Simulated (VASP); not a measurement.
OSZICAR of a VASP run on BaIn₄ (atoms displaced from the I4/mmm structure):

File OSZICAR:
```
       N       E                     dE             d eps       ncg     rms          rms(c)
DAV:   1     0.534948635750E+03    0.53495E+03   -0.21702E+04  4662   0.142E+03
DAV:   2     0.405363830719E+02   -0.49441E+03   -0.48271E+03  4745   0.404E+02
DAV:   3    -0.140620813689E+02   -0.54598E+02   -0.53726E+02  5675   0.166E+02
DAV:   4    -0.160426161655E+02   -0.19805E+01   -0.19698E+01  6535   0.337E+01
DAV:   5    -0.161304369160E+02   -0.87821E-01   -0.87771E-01  7157   0.459E+00    0.598E+00
DAV:   6    -0.159615803543E+02    0.16886E+00   -0.36028E-01  5924   0.928E+00    0.283E+00
DAV:   7    -0.159280235587E+02    0.33557E-01   -0.14760E-01  6308   0.402E+00    0.737E-01
DAV:   8    -0.159251504661E+02    0.28731E-02   -0.16499E-02  7204   0.173E+00    0.128E-01
DAV:   9    -0.159253596100E+02   -0.20914E-03   -0.21762E-03  5671   0.754E-01    0.730E-02
DAV:  10    -0.159253716909E+02   -0.12081E-04   -0.37532E-04  6852   0.199E-01    0.346E-02
DAV:  11    -0.159253810777E+02   -0.93869E-05   -0.75436E-05  6348   0.128E-01    0.176E-02
DAV:  12    -0.159253809227E+02    0.15500E-06   -0.74665E-06  6076   0.489E-02
   1 F= -.15925381E+02 E0= -.15896769E+02  d E =-.572240E-01
```

Problem. Which electronic solver shows in the log?

Solution. It is blocked Davidson (ALGO = Normal, or the opening steps of other solvers). The INCAR had ALGO = Normal.

Problem. Can the final energy be trusted as converged?

Solution. The run converged. It stopped with EDIFF = 1E-6, NELM = 100 (PBEsol GGA, plane waves, VASP's PBE PAW potentials (set 64)).

The structure comes from a computed database's BaIn4 entry (I4/mmm); how it stands against other phases isn't given here. The cell was not relaxed at this level, atoms are displaced from their ideal sites. The k-mesh is coarse (spacing up to 0.35 per Å, 2π included), so the numbers may not be converged in it.
